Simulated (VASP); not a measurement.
# MgCd3Te4 (Amm2) in VASP: band structure with PBEsol

Aim: the band structure of MgCd3Te4 with PBEsol.

Everything below comes from runs of VASP 6.6.1. Logs are shortened: lines on timing, memory, paths and dates and some standing lists are left out, and cuts for length are marked.

### 1 Starting point

Symmetry: Amm2, No. 38, orthorhombic system. Conventional cell: a = 4.586 Å, b = 9.165 Å, c = 12.955 Å, α = 90.00°, β = 90.00°, γ = 90.00°. Around Mg (site symmetry mm2) lie 4 Te at 2.79 Å. Cd (site symmetry m) has 4 Te at 2.81 Å as nearest neighbours. Around Cd (site symmetry mm2) lie 4 Te at 2.81 Å. Around Te (site symmetry m) lie 1 Mg at 2.79 Å and 3 Cd at 2.81 Å. Te (site symmetry mm2) has 4 Cd at 2.81 Å as nearest neighbours. Around Te (site symmetry mm2) lie 2 Mg at 2.79 Å and 2 Cd at 2.81 Å.

The cell was built by a generator and needn't be a form met in nature.

### 2 Band structure, PBEsol

Contents of INCAR:

```
PREC     = Accurate       # precision mode
ENCUT    = 520            # plane-wave cutoff, eV
EDIFF    = 1E-6           # SCF threshold, eV
ISMEAR   = 0              # smearing method
SIGMA    = 0.03           # smearing width, eV
LREAL    = False          # projectors in reciprocal space
LASPH    = True           # aspherical terms in the spheres
NELM     = 80             # most SCF steps
ALGO     = Normal         # electronic algorithm
ISIF     = 2              # what is computed and relaxed
LWAVE    = False          # write WAVECAR
LCHARG   = False          # write CHGCAR
GGA      = PS             # functional
NBANDS   = 76             # bands
ICORELEVEL= 1            
KPAR     = 4
```

Contents of KPOINTS:

```
regular mesh
0
Gamma
  4 4 4
```

Contents of POSCAR:

```
MgCd3Te4                                
1.0
   -6.4860622449      6.4860622449      0.0000000000
   -6.4833314253      0.0027308195      6.4774805146
   -0.0027308195      6.4833314253      6.4774805146
  Mg              Cd              Te            
     2     6     8
Direct
     0.0006607934433797    0.9993392065566203    0.9993392065566203
     0.5006607934433797    0.9993392065566203    0.9993392065566203
     0.0000338029107682    0.5008679513979042    0.9990644427805667
     0.0000338029107682    0.9990644427805667    0.5008679513979042
     0.5000338029107682    0.5008679513979042    0.9990644427805667
     0.5000338029107682    0.9990644427805667    0.5008679513979042
     0.9995518470797762    0.5004481529202238    0.5004481529202238
     0.4995518470797761    0.5004481529202238    0.5004481529202238
     0.8758369123114133    0.8760477594771588    0.3722784159000218
     0.3758369123114133    0.8760477594771588    0.3722784159000218
     0.8749880076192226    0.3750119923807775    0.3750119923807775
     0.8730579214132661    0.8769420785867339    0.8769420785867339
     0.3749880076192225    0.3750119923807775    0.3750119923807775
     0.3730579214132660    0.8769420785867339    0.8769420785867339
     0.8758369123114133    0.3722784159000218    0.8760477594771588
     0.3758369123114133    0.3722784159000218    0.8760477594771588
```

Contents of KPOINTS_OPT:

```
explicit points
6
Reciprocal
 0.0000000000  0.0000000000  0.0000000000 1
 0.3750000000  0.3750000000  0.7500000000 1
 0.5000000000  0.5000000000  0.5000000000 1
 0.6250000000  0.2500000000  0.6250000000 1
 0.5000000000  0.2500000000  0.7500000000 1
 0.5000000000  0.0000000000  0.5000000000 1
```

Potentials or basis: VASP PAW PBE potentials, release 64 (Mg, Cd, Te).

Run with:

```sh
cat potpaw_PBE.64/Mg/POTCAR potpaw_PBE.64/Cd/POTCAR potpaw_PBE.64/Te/POTCAR > POTCAR
mpirun -np 4 vasp_std > vasp.out
```

OUTCAR:

```text
PREC = Accurate
   ENCUT = 520
   EDIFF = 1E-6
   ISMEAR = 0
   LREAL = False
   LASPH = True
   NELM = 80
   ISIF = 2
   GGA = PS

 ion  position               nearest neighbor table
   1  0.001  0.999  0.999-  12 2.79  14 2.79   9 2.79  15 2.79
   2  0.501  0.999  0.999-  14 2.79  12 2.79  10 2.79  16 2.79
   3  0.000  0.501  0.999-  11 2.81  15 2.81  16 2.81  12 2.81
   4  0.000  0.999  0.501-  11 2.81   9 2.81  10 2.81  12 2.81
   5  0.500  0.501  0.999-  13 2.81  16 2.81  15 2.81  14 2.81
   6  0.500  0.999  0.501-  13 2.81  10 2.81   9 2.81  14 2.81
[... 8 lines left out ...]
  15  0.876  0.372  0.876-   1 2.79   7 2.81   3 2.81   5 2.81
  16  0.376  0.372  0.876-   2 2.79   8 2.81   5 2.81   3 2.81

  LATTYP: Found a body centered orthorhombic cell.
 ALAT       =     9.1649532690
 B/A-ratio  =     1.0008427674
 C/A-ratio  =     1.4135326879

  Lattice vectors:

 A1 = (   0.0027308195,  -6.4833314253,  -6.4774805146)
 A2 = (  -0.0027308196,   6.4833314254,  -6.4774805146)
 A3 = (   6.4833314254,  -0.0027308196,   6.4774805146)

Analysis of symmetry for initial positions (statically):
=====================================================================
 Subroutine PRICEL returns following result:

  LATTYP: Found a base centered orthorhombic cell.
 ALAT       =     9.1649532690
 B/A-ratio  =     1.4135326879
 C/A-ratio  =     0.5004213837

  Lattice vectors:

 A1 = (  -3.2403003029,  -3.2403003029,  -6.4774805146)
 A2 = (  -3.2403003029,  -3.2403003029,   6.4774805146)
 A3 = (  -3.2430311224,   3.2430311224,   0.0000000000)

   2 primitive cells build up your supercell.

 Routine SETGRP: Setting up the symmetry group for a
 body centered orthorhombic supercell.

 Subroutine GETGRP returns: Found  4 space group operations
 (whereof  4 operations were pure point group operations)
 out of a pool of  8 trial point group operations.

The static configuration has the point symmetry C_2v.

Analysis of symmetry for dynamics (positions and initial velocities):
=====================================================================
 Subroutine PRICEL returns following result:

  LATTYP: Found a base centered orthorhombic cell.
 ALAT       =     9.1649532690
 B/A-ratio  =     1.4135326879
 C/A-ratio  =     0.5004213837

  Lattice vectors:

 A1 = (  -3.2403003029,  -3.2403003029,  -6.4774805146)
 A2 = (  -3.2403003029,  -3.2403003029,   6.4774805146)
 A3 = (  -3.2430311224,   3.2430311224,   0.0000000000)

   2 primitive cells build up your supercell.

 Routine SETGRP: Setting up the symmetry group for a
 body centered orthorhombic supercell.

 Subroutine GETGRP returns: Found  4 space group operations
 (whereof  4 operations were pure point group operations)
 out of a pool of  8 trial point group operations.

The dynamic configuration has the point symmetry C_2v.

 Subroutine INISYM returns: Found  4 space group operations
 (whereof  4 operations are pure point group operations),
 and found     2 'primitive' translations

----------------------------------------------------------------------------------------

                                     Primitive cell

  volume of cell :     272.2717

  direct lattice vectors                    reciprocal lattice vectors
    -3.240300303 -3.240300303 -6.477480515    -0.077153343 -0.077153343 -0.077190506
    -3.240300303 -3.240300303  6.477480515    -0.077153343 -0.077153343  0.077190506
    -3.243031122  3.243031122  0.000000000    -0.154176750  0.154176750  0.000000000

  length of vectors
     7.934535016  7.934535016  4.586338597     0.133654969  0.133654969  0.218038851

[... 43 lines left out ...]
 ===========================================

 Found     18 irreducible k-points:

 Following reciprocal coordinates:
            Coordinates               Weight
  0.000000  0.000000  0.000000      1.000000
  0.250000  0.000000  0.000000      4.000000
  0.500000  0.000000  0.000000      2.000000
  0.000000  0.250000  0.000000      4.000000
  0.250000  0.250000 -0.000000      4.000000
  0.500000  0.250000  0.000000      8.000000
[... 10 lines left out ...]
  0.500000 -0.250000  0.250000      2.000000
  0.000000  0.500000  0.500000      1.000000
   k-points           NKPTS =     18   k-points in BZ     NKDIM =     18   number of bands    NBANDS=     76
   number of dos      NEDOS =    301   number of ions     NIONS =     16
   total plane-waves  NPLWV = 343000
   dimension x,y,z NGX =    70 NGY =   70 NGZ =   70
   dimension x,y,z NGXF=   140 NGYF=  140 NGZF=  140
   ions per type =               2   6   8
   NGX,Y,Z   is equivalent  to a cutoff of  12.69, 12.70, 12.70 a.u.
   NGXF,Y,Z  is equivalent  to a cutoff of  25.37, 25.40, 25.40 a.u.
 SYSTEM =  unknown system
   PREC   = accura    normal or accurate (medium, high low for compatibility)
   ISTART =      0    job   : 0-new  1-cont  2-samecut
   ICHARG =      2    charge: 1-file 2-atom 10-const
   ISPIN  =      1    spin polarized calculation?
   LNONCOLLINEAR =      F non collinear calculations
   LSORBIT =      F    spin-orbit coupling
   LASPH  =      T    aspherical Exc in radial PAW
   ENCUT  =  520.0 eV  38.22 Ry    6.18 a.u.  17.06 17.04 17.04*2*pi/ulx,y,z
   NELM   =     80;   NELMIN=  2; NELMDL= -5     # of ELM steps
   EDIFF  = 0.1E-05   stopping-criterion for ELM
   LREAL  =      F    real-space projection
   EDIFFG = 0.1E-04   stopping-criterion for IOM
   NSW    =      0    number of steps for IOM
   IBRION =     -1    ionic relax: 0-MD 1-quasi-New 2-CG
   NFREE  =      0    steps in history (QN), initial steepest desc. (CG)
   ISIF   =      2    stress and relaxation
   ISYM   =      2    0-nonsym 1-usesym 2-fastsym
   POTIM  = 0.5000    time-step for ionic-motion
   TEBEG  =    0.0;   TEEND  =   0.0 temperature during run
   PSTRESS=    0.0 pullay stress
   NELECT =     124.0000    total number of electrons
   NUPDOWN=      -1.0000    fix difference up-down
   EMIN   =  10.00;   EMAX   =-10.00  energy-range for DOS
   EFERMI =   0.00;   METHOD = LEGACY
   ISMEAR =     0;   SIGMA  =   0.03  broadening in eV -4-tet -1-fermi 0-gaus
   EFERMI_NEDOS =   21; number of points for ismear=-14 and -15
   IALGO  =     38    algorithm
   IMIX   =      4    mixing-type and parameters
     AMIX     =   0.40;   BMIX     =  1.00
     AMIX_MAG =   1.60;   BMIX_MAG =  1.00
  volume/ion in A,a.u.               =      34.03       229.67
  Fermi-wavevector in a.u.,A,eV,Ry     =   0.999704  1.889166 13.597760  0.999407
  Thomas-Fermi vector in A             =   2.132011
   LORBIT       =      0    0 simple, 1 ext, 2 COOP (PROOUT), +10 PAW based schemes
   GGA     = PS    functional components
   LHFCALC =     F    Hartree Fock is set to
   AEXX    =    0.0000 exact exchange contribution
   IVDW    =     0    specifies the selected vdW correction
   LEPSILON=     F    determine dielectric tensor
   LRPA    =     F    only Hartree local field effects (RPA)
 non-spin polarized calculation
 Gauss-broadening in eV      SIGMA  =   0.03
  energy-cutoff  :      520.00
  volume of cell :      544.54
 maximum number of plane-waves:     14688
 NGX is ok and might be reduce to    70
   NGX = 35   NGY = 35   NGZ = 35

 number of electron     124.0000012 magnetization

 Free energy of the ion-electron system (eV)
  ---------------------------------------------------
  ext. energy  EPLUGINS =         0.00000000
  ---------------------------------------------------
  free energy    TOTEN  =       -46.69449403 eV

  energy without entropy =      -46.69449403  energy(sigma->0) =      -46.69449403

 the core state eigenenergies are
   1-  1s  -1253.1524  2s    -73.4219  2p    -40.1767
   2-  1s  -1253.1524  2s    -73.4219  2p    -40.1767
   3-  1s -26513.8631  2s  -3931.0318  2p  -3526.2886  3s   -727.8552  3p   -595.1447
       3d   -387.6011  4s    -99.9438  4p    -60.9881
   4-  1s -26513.8631  2s  -3931.0318  2p  -3526.2886  3s   -727.8552  3p   -595.1447
       3d   -387.6011  4s    -99.9438  4p    -60.9881
   5-  1s -26513.8631  2s  -3931.0318  2p  -3526.2886  3s   -727.8552  3p   -595.1447
       3d   -387.6011  4s    -99.9438  4p    -60.9881
   6-  1s -26513.8631  2s  -3931.0318  2p  -3526.2886  3s   -727.8552  3p   -595.1447
       3d   -387.6011  4s    -99.9438  4p    -60.9881
   7-  1s -26513.8506  2s  -3931.0207  2p  -3526.2774  3s   -727.8439  3p   -595.1333
       3d   -387.5898  4s    -99.9320  4p    -60.9761
   8-  1s -26513.8506  2s  -3931.0207  2p  -3526.2774  3s   -727.8439  3p   -595.1333
       3d   -387.5898  4s    -99.9320  4p    -60.9761
   9-  1s -31612.8324  2s  -4840.4211  2p  -4343.8157  3s   -956.6460  3p   -795.3036
       3d   -551.5532  4s   -156.1654  4p   -106.2064  4d    -33.5369
  10-  1s -31612.8324  2s  -4840.4211  2p  -4343.8157  3s   -956.6460  3p   -795.3036
       3d   -551.5532  4s   -156.1654  4p   -106.2064  4d    -33.5369
  11-  1s -31612.9408  2s  -4840.5230  2p  -4343.9184  3s   -956.7417  3p   -795.3995
       3d   -551.6495  4s   -156.2509  4p   -106.2908  4d    -33.6174
  12-  1s -31612.7217  2s  -4840.3172  2p  -4343.7109  3s   -956.5488  3p   -795.2063
       3d   -551.4554  4s   -156.0792  4p   -106.1215  4d    -33.4563
  13-  1s -31612.9408  2s  -4840.5230  2p  -4343.9184  3s   -956.7417  3p   -795.3995
       3d   -551.6495  4s   -156.2509  4p   -106.2908  4d    -33.6174
  14-  1s -31612.7217  2s  -4840.3172  2p  -4343.7109  3s   -956.5488  3p   -795.2063
       3d   -551.4554  4s   -156.0792  4p   -106.1215  4d    -33.4563
  15-  1s -31612.8324  2s  -4840.4211  2p  -4343.8157  3s   -956.6460  3p   -795.3036
       3d   -551.5532  4s   -156.1654  4p   -106.2064  4d    -33.5369
  16-  1s -31612.8324  2s  -4840.4211  2p  -4343.8157  3s   -956.6460  3p   -795.3036
       3d   -551.5532  4s   -156.1654  4p   -106.2064  4d    -33.5369

 E-fermi :   2.2467     XC(G=0):  -8.5788

 val. band max:        2.1061698453   @ k =   0.0000   0.0000   0.0000
 cond. band min:       3.0807447910   @ k =   0.0000   0.0000   0.0000
 fundamental gap:      0.9745749457
 Fermi energy:         2.2466796297

 k-point     1 :       0.0000    0.0000    0.0000
  band No.  band energies     occupation
      1      -8.8757      2.00000
      2      -8.4939      2.00000
      3      -8.4731      2.00000
      4      -8.4403      2.00000
      5      -8.4181      2.00000
      6      -8.2933      2.00000
[... 1375 lines left out ...]
     73       6.6252      0.00000
     74       6.9542      0.00000
 [bands above 74 left out]

------------------------ aborting loop because EDIFF is reached ----------------------------------------

  FORCE on cell =-STRESS in cart. coord.  units (eV):
  Direction    XX          YY          ZZ          XY          YZ          ZX
  --------------------------------------------------------------------------------------
  -------------------------------------------------------------------------------------
  Total        0.1268715      0.1268715      0.1089864     -0.0074089     -0.0000000      0.0000000
  in kB        0.3732863      0.3732863      0.3206642     -0.0217988     -0.0000000      0.0000000
  external PRESSURE =       0.3557456 kB  Pullay stress =       0.0000000 kB

 VOLUME and BASIS-vectors are now :
 -----------------------------------------------------------------------------
  energy-cutoff  :      520.00
  volume of cell :      544.54
      direct lattice vectors                 reciprocal lattice vectors
    -6.486062245  6.486062245  0.000000000    -0.077088375  0.077088375 -0.077190506
    -6.483331425  0.002730819  6.477480515    -0.077153343 -0.077153343  0.077190506
    -0.002730819  6.483331425  6.477480515     0.077153343  0.077153343  0.077190506

 POSITION                                       TOTAL-FORCE (eV/Angst)
 -----------------------------------------------------------------------------------
     -6.48606      6.48606     12.94640        -0.000000      0.000000     -0.004598
     -9.72909      9.72909     12.94640        -0.000000      0.000000     -0.004598
     -3.25024      6.47885      9.71578        -0.002340     -0.002340     -0.001073
     -6.47885      3.25024      9.71578         0.002340      0.002340     -0.001073
     -6.49327      9.72188      9.71578        -0.002340     -0.002340     -0.001073
     -9.72188      6.49327      9.71578         0.002340      0.002340     -0.001073
[... 8 lines left out ...]
     -8.09673     11.36146      8.08601         0.000888      0.000888      0.003083
     -4.85370      8.11843      8.08601         0.000888      0.000888      0.003083
 -----------------------------------------------------------------------------------
    total drift:                               -0.000002      0.000002     -0.000349

  FREE ENERGIE OF THE ION-ELECTRON SYSTEM (eV)
  ---------------------------------------------------
  free  energy   TOTEN  =       -46.6944940300 eV

  energy  without entropy=      -46.6944940300  energy(sigma->0) =      -46.69449403
```

Run time: 5 min. Hardware: 4 MPI ranks of Intel Xeon Platinum 8488C (Sapphire Rapids), shared host; peak memory 1.2 GiB.

Results:

```yaml
Free_energy: -46.6945 eV
Pressure: 0.0 GPa
Largest_force: 0.005 eV/Å
Band_gap_on_the_k_mesh: 0.97 eV
Band_gap_along_the_path: 0.97 eV
```

Forces on the atoms (eV/Å):
```
Mg   0.000  0.000 -0.005
Mg   0.000  0.000 -0.005
Cd  -0.002 -0.002 -0.001
Cd   0.002  0.002 -0.001
Cd  -0.002 -0.002 -0.001
Cd   0.002  0.002 -0.001
Cd   0.000  0.000  0.003
Cd   0.000  0.000  0.003
Te  -0.001 -0.001  0.003
Te  -0.001 -0.001  0.003
Te   0.000  0.000 -0.001
Te   0.000  0.000 -0.002
Te   0.000  0.000 -0.001
Te   0.000  0.000 -0.002
Te   0.001  0.001  0.003
Te   0.001  0.001  0.003
```

Levels at points of the mesh, in eV from the valence-band top:
| k point | band 59 | band 60 | band 61 | band 62 | band 63 | band 64 | band 65 | band 66 |
| --- | --- | --- | --- | --- | --- | --- | --- | --- |
| (0.00, 0.00, 0.00) | -0.66 | -0.02 | -0.02 | 0.00 | 0.97 | 1.82 | 1.83 | 2.12 |
| (0.50, 0.00, 0.00) | -0.40 | -0.40 | -0.40 | -0.40 | 2.18 | 2.18 | 2.90 | 2.90 |
| (0.00, 0.50, 0.00) | -0.53 | -0.51 | -0.29 | -0.29 | 2.05 | 2.30 | 2.77 | 3.01 |
| (0.50, 0.50, 0.00) | -0.76 | -0.76 | -0.69 | -0.69 | 3.03 | 3.03 | 3.18 | 3.18 |
| (0.00, 0.50, 0.50) | -0.79 | -0.74 | -0.71 | -0.70 | 2.98 | 3.07 | 3.21 | 3.22 |

Core levels (eV, on the scale of the bands):
```csv
atom,levels
1 Mg,"1s -1253.2, 2s -73.4, 2p -40.2"
2 Mg,"1s -1253.2, 2s -73.4, 2p -40.2"
3 Cd,"1s -26513.9, 2s -3931.0, 2p -3526.3, 3s -727.9, 3p -595.1, 3d -387.6, 4s -99.9, 4p -61.0"
4 Cd,"1s -26513.9, 2s -3931.0, 2p -3526.3, 3s -727.9, 3p -595.1, 3d -387.6, 4s -99.9, 4p -61.0"
5 Cd,"1s -26513.9, 2s -3931.0, 2p -3526.3, 3s -727.9, 3p -595.1, 3d -387.6, 4s -99.9, 4p -61.0"
6 Cd,"1s -26513.9, 2s -3931.0, 2p -3526.3, 3s -727.9, 3p -595.1, 3d -387.6, 4s -99.9, 4p -61.0"
```

Caveat: the PAW data sets were made with another functional, which shifts forces and pressure a little; spin-orbit coupling is left out, which moves the levels of the heavy elements.
